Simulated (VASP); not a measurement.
# AlSe (F-43m) in VASP: further runs

Runs on AlSe. Level: PBE. Tasks: single point, relaxation of the atoms.

Everything below comes from runs of VASP 6.6.1. Logs are shortened: lines on timing, memory, paths and dates and some standing lists are left out, and cuts for length are marked.

**1. The structure**

The structure is cubic, space group F-43m (No. 216). The conventional cell has a = 5.533 Å, b = 5.533 Å, c = 5.533 Å, α = 90.00°, β = 90.00°, γ = 90.00°. Around Al (site symmetry -43m) lie 4 Se at 2.40 Å. Se (site symmetry -43m) is surrounded by 4 Al at 2.40 Å.

The cell was built by a generator and needn't be a form met in nature.

**2. Single point, PBE**

Contents of INCAR:

```
SYSTEM = AlSe
PREC     = Accurate       ! precision mode
ENCUT    = 520            ! plane-wave cutoff, eV
EDIFF    = 1E-6           ! SCF threshold, eV
ISMEAR   = -1             ! smearing method
SIGMA    = 0.05           ! smearing width, eV
LREAL    = .False.        ! projectors in reciprocal space
LASPH    = .True.         ! aspherical terms in the spheres
NELM     = 60             ! most SCF steps
ALGO     = Normal         ! electronic algorithm
ISIF     = 2              ! what is computed and relaxed
LWAVE    = .False.        ! write WAVECAR
LCHARG   = .False.        ! write CHGCAR
GGA      = PE             ! functional
NBANDS   = 12             ! bands
```

Contents of KPOINTS:

```
regular mesh
0
Gamma
  8 8 8
  0 0 0
```

Contents of POSCAR:

```
AlSe
1.0
    0.0000000000      2.7665640000      2.7665640000
    2.7665640000      0.0000000000      2.7665640000
    2.7665640000      2.7665640000      0.0000000000
Al Se
1 1
Direct
    0.0000000000      0.0000000000      0.0000000000
    0.2500000000      0.2500000000      0.2500000000
```

Potentials or basis: VASP PAW PBE potentials, release 64 (Al, Se).

On the command line:

```sh
> cat potpaw_PBE.64/Al/POTCAR potpaw_PBE.64/Se/POTCAR > POTCAR
> mpirun -np 1 vasp_std > vasp.out
```

OUTCAR:

```text
SYSTEM = AlSe
   PREC = Accurate
   ENCUT = 520
   EDIFF = 1E-6
   ISMEAR = -1
   LREAL = .False.
   LASPH = .True.
   NELM = 60
   ISIF = 2
   GGA = PE

 ion  position               nearest neighbor table
   1  0.000  0.000  0.000-   2 2.40   2 2.40   2 2.40   2 2.40
   2  0.250  0.250  0.250-   1 2.40   1 2.40   1 2.40   1 2.40

  LATTYP: Found a face centered cubic cell.
 ALAT       =     5.5331280000

  Lattice vectors:

 A1 = (   0.0000000000,   2.7665640000,   2.7665640000)
 A2 = (   2.7665640000,   0.0000000000,   2.7665640000)
 A3 = (   2.7665640000,   2.7665640000,   0.0000000000)

Analysis of symmetry for initial positions (statically):
=====================================================================
 Subroutine PRICEL returns:
 Original cell was already a primitive cell.

 Routine SETGRP: Setting up the symmetry group for a
 face centered cubic supercell.

 Subroutine GETGRP returns: Found 24 space group operations
 (whereof 24 operations were pure point group operations)
 out of a pool of 48 trial point group operations.

The static configuration has the point symmetry T_d .

Analysis of symmetry for dynamics (positions and initial velocities):
=====================================================================
 Subroutine PRICEL returns:
 Original cell was already a primitive cell.

 Routine SETGRP: Setting up the symmetry group for a
 face centered cubic supercell.

 Subroutine GETGRP returns: Found 24 space group operations
 (whereof 24 operations were pure point group operations)
 out of a pool of 48 trial point group operations.

The dynamic configuration has the point symmetry T_d .

 Subroutine INISYM returns: Found 24 space group operations
 (whereof 24 operations are pure point group operations),
 and found     1 'primitive' translations

----------------------------------------------------------------------------------------

                                     Primitive cell

  volume of cell :      42.3499

  direct lattice vectors                    reciprocal lattice vectors
     0.000000000  2.766564000  2.766564000    -0.180729598  0.180729598  0.180729598
     2.766564000  0.000000000  2.766564000     0.180729598 -0.180729598  0.180729598
     2.766564000  2.766564000  0.000000000     0.180729598  0.180729598 -0.180729598

  length of vectors
     3.912512330  3.912512330  3.912512330     0.313032846  0.313032846  0.313032846

  position of ions in fractional coordinates (direct lattice)
     0.000000000  0.000000000  0.000000000
     0.250000000  0.250000000  0.250000000

  ion indices of the primitive-cell ions
   primitive index   ion index
[... 81 lines left out ...]
   ISYM   =      2    0-nonsym 1-usesym 2-fastsym
   POTIM  = 0.5000    time-step for ionic-motion
   TEBEG  =    0.0;   TEEND  =   0.0 temperature during run
   PSTRESS=    0.0 pullay stress
   NELECT =       9.0000    total number of electrons
   NUPDOWN=      -1.0000    fix difference up-down
   EMIN   =  10.00;   EMAX   =-10.00  energy-range for DOS
   EFERMI =   0.00;   METHOD = LEGACY
   ISMEAR =    -1;   SIGMA  =   0.05  broadening in eV -4-tet -1-fermi 0-gaus
   EFERMI_NEDOS =   21; number of points for ismear=-14 and -15
   IALGO  =     38    algorithm
   IMIX   =      4    mixing-type and parameters
     AMIX     =   0.40;   BMIX     =  1.00
     AMIX_MAG =   1.60;   BMIX_MAG =  1.00
  volume/ion in A,a.u.               =      21.17       142.90
  Fermi-wavevector in a.u.,A,eV,Ry     =   0.976948  1.846165 12.985783  0.954428
  Thomas-Fermi vector in A             =   2.107607
   LORBIT       =      0    0 simple, 1 ext, 2 COOP (PROOUT), +10 PAW based schemes
   GGA     = PE    functional components
   LHFCALC =     F    Hartree Fock is set to
   AEXX    =    0.0000 exact exchange contribution
   IVDW    =     0    specifies the selected vdW correction
   LEPSILON=     F    determine dielectric tensor
   LRPA    =     F    only Hartree local field effects (RPA)
 non-spin polarized calculation
  energy-cutoff  :      520.00
  volume of cell :       42.35
 maximum number of plane-waves:      1158
 NGX is ok and might be reduce to    30
   NGX = 15   NGY = 15   NGZ = 15

 number of electron       8.9999999 magnetization

 Free energy of the ion-electron system (eV)
  ---------------------------------------------------
  ext. energy  EPLUGINS =         0.00000000
  ---------------------------------------------------
  free energy    TOTEN  =        -7.19964817 eV

  energy without entropy =       -7.18493687  energy(sigma->0) =       -7.19229252

 E-fermi :   6.9321     XC(G=0):  -9.4862

 val. band max:        6.8942013645   @ k =   0.2500   0.2500   0.0000
 cond. band min:       6.9555921227   @ k =  -0.3750   0.2500   0.0000
 fundamental gap:      0.0613907582
 Fermi energy:         6.9321219806

 k-point     1 :       0.0000    0.0000    0.0000
  band No.  band energies     occupation
      1      -9.9568      2.00000
      2       2.6135      2.00000
      3       2.6135      2.00000
      4       2.6135      2.00000
      5       5.1812      2.00000
      6       8.6980      0.00000
      7       8.6980      0.00000
      8       8.6980      0.00000
      9      13.3246      0.00000
     10      13.3246      0.00000
     11      13.7949      0.00000
     12      16.0525      0.00000
[... 331 lines left out ...]
 k-point    24 :      -0.3750    0.2500    0.1250
  band No.  band energies     occupation
      1      -8.7468      2.00000
      2      -1.7841      2.00000
      3       0.4554      2.00000
      4       1.4423      2.00000
      5       7.5340      0.00001
      6       8.3042      0.00000
      7      10.6240      0.00000
      8      11.4128      0.00000
      9      12.7585      0.00000
     10      15.2959      0.00000
     11      16.7785      0.00000
     12      16.9624      0.00000

 [... further k-points ...]
[... 5 lines left out ...]
  --------------------------------------------------------------------------------------
  -------------------------------------------------------------------------------------
  Total        3.3547321      3.3547321      3.3547321     -0.0000000     -0.0000000      0.0000000
  in kB      126.9159683    126.9159683    126.9159683     -0.0000000     -0.0000000      0.0000000
  external PRESSURE =     126.9159683 kB  Pullay stress =       0.0000000 kB

 VOLUME and BASIS-vectors are now :
 -----------------------------------------------------------------------------
  energy-cutoff  :      520.00
  volume of cell :       42.35
      direct lattice vectors                 reciprocal lattice vectors
     0.000000000  2.766564000  2.766564000    -0.180729598  0.180729598  0.180729598
     2.766564000  0.000000000  2.766564000     0.180729598 -0.180729598  0.180729598
     2.766564000  2.766564000  0.000000000     0.180729598  0.180729598 -0.180729598

 POSITION                                       TOTAL-FORCE (eV/Angst)
 -----------------------------------------------------------------------------------
      0.00000      0.00000      0.00000        -0.000000     -0.000000     -0.000000
      1.38328      1.38328      1.38328         0.000000      0.000000      0.000000
 -----------------------------------------------------------------------------------
    total drift:                               -0.000000     -0.000000     -0.000000

  FREE ENERGIE OF THE ION-ELECTRON SYSTEM (eV)
  ---------------------------------------------------
  free  energy   TOTEN  =        -7.1996481664 eV

  energy  without entropy=       -7.1849368704  energy(sigma->0) =       -7.19229252
```

OSZICAR:

```text
N       E                     dE             d eps       ncg     rms          rms(c)
DAV:   1     0.253246083867E+02    0.25325E+02   -0.32265E+03   696   0.543E+02
DAV:   2    -0.561381589768E+01   -0.30938E+02   -0.29799E+02   856   0.103E+02
DAV:   3    -0.727416624428E+01   -0.16604E+01   -0.16537E+01   856   0.244E+01
DAV:   4    -0.728768286591E+01   -0.13517E-01   -0.13515E-01   840   0.259E+00
DAV:   5    -0.728792588264E+01   -0.24302E-03   -0.24301E-03   900   0.339E-01    0.623E+00
DAV:   6    -0.721520045617E+01    0.72725E-01   -0.11484E-01   792   0.132E+00    0.372E+00
DAV:   7    -0.720071948396E+01    0.14481E-01   -0.70181E-02   836   0.112E+00    0.600E-01
DAV:   8    -0.719959061887E+01    0.11289E-02   -0.64485E-03   772   0.356E-01    0.809E-02
DAV:   9    -0.719963855218E+01   -0.47933E-04   -0.29859E-04   864   0.106E-01    0.349E-02
DAV:  10    -0.719964680993E+01   -0.82577E-05   -0.94722E-06   836   0.183E-02    0.759E-03
DAV:  11    -0.719964825563E+01   -0.14457E-05   -0.29177E-06   836   0.898E-03    0.385E-03
DAV:  12    -0.719964816638E+01    0.89245E-07   -0.31653E-07   448   0.286E-03
   1 F= -.71996482E+01 E0= -.71922925E+01  d E =-.147113E-01
```

stdout:

```text
POSCAR found type information on POSCAR AlSe
 POSCAR found :  2 types and       2 ions
 scaLAPACK will be used
 LDA part: xc-table for (Slater+PW92), standard interpolation
 POSCAR, INCAR and KPOINTS ok, starting setup
 FFT: planning ... GRIDC
 FFT: planning ... GRID_SOFT
 FFT: planning ... GRID
 WAVECAR not read
 entering main loop
```

Run time: 22 s. Hardware: 1 thread of Intel Xeon Platinum 8559C (Emerald Rapids), shared host; peak memory 0.16 GiB.

Results:

```
Free energy            : -7.1996 eV
Pressure               : 12.7 GPa
Band gap on the k mesh : none (metal or under the smearing width)
```

Levels at points of the mesh, in eV from the Fermi level:
| k point | band 2 | band 3 | band 4 | band 5 | band 6 | band 7 | band 8 | band 9 |
| --- | --- | --- | --- | --- | --- | --- | --- | --- |
| (0.00, 0.00, 0.00) | -4.32 | -4.32 | -4.32 | -1.75 | 1.77 | 1.77 | 1.77 | 6.39 |
| (0.50, 0.00, 0.00) | -9.05 | -4.95 | -4.95 | -0.91 | 2.06 | 2.06 | 4.76 | 8.12 |
| (0.50, 0.50, 0.00) | -8.85 | -6.06 | -6.06 | -1.42 | -0.45 | 7.38 | 7.38 | 7.97 |

**3. Relaxation of the atoms, PBE**

Contents of INCAR:

```
  PREC = Accurate
  ENCUT = 520
  EDIFF = 1E-7
  ISMEAR = -1
  SIGMA = 0.05
  LREAL = F
  LASPH = T
  NELM = 80
  ALGO = Fast
  ISIF = 2
  LWAVE = F
  LCHARG = F
  GGA = PE
  IBRION = 2
  NSW = 100
  EDIFFG = -0.01
```

Contents of KPOINTS:

```
regular mesh
0
Gamma
  8 8 8
```

POSCAR is that of step 2.

Potentials or basis: VASP PAW PBE potentials, release 64 (Al, Se).

On the command line:

```sh
> cat potpaw_PBE.64/Al/POTCAR potpaw_PBE.64/Se/POTCAR > POTCAR
> mpirun -np 1 vasp_std > vasp.out
```

Wall time 16 s (1 thread of Intel Xeon Platinum 8559C (Emerald Rapids), shared host); peak memory 0.15 GiB.

It converged, with:

- Free energy: -7.1996 eV
- Pressure after relaxing: 12.7 GPa
- Band gap on the k mesh: none (metal or under the smearing width)

Final structure:
```xyz
2
Lattice="0.0000 2.7666 2.7666 2.7666 0.0000 2.7666 2.7666 2.7666 0.0000" Properties=species:S:1:pos:R:3 pbc="T T T"
Al    0.0000    0.0000    0.0000
Se    1.3833    1.3833    1.3833
```

Levels at points of the mesh, in eV from the Fermi level:
```
           k point  band 3  band 4  band 5  band 6  band 7  band 8
(0.00, 0.00, 0.00)   -4.32   -4.32   -1.75    1.77    1.77    1.77
(0.50, 0.00, 0.00)   -4.95   -4.95   -0.91    2.06    2.06    4.76
(0.50, 0.50, 0.00)   -6.06   -6.06   -1.42   -0.45    7.38    7.39
```

Caveat: the relaxation stopped at its first step, so nothing moved.
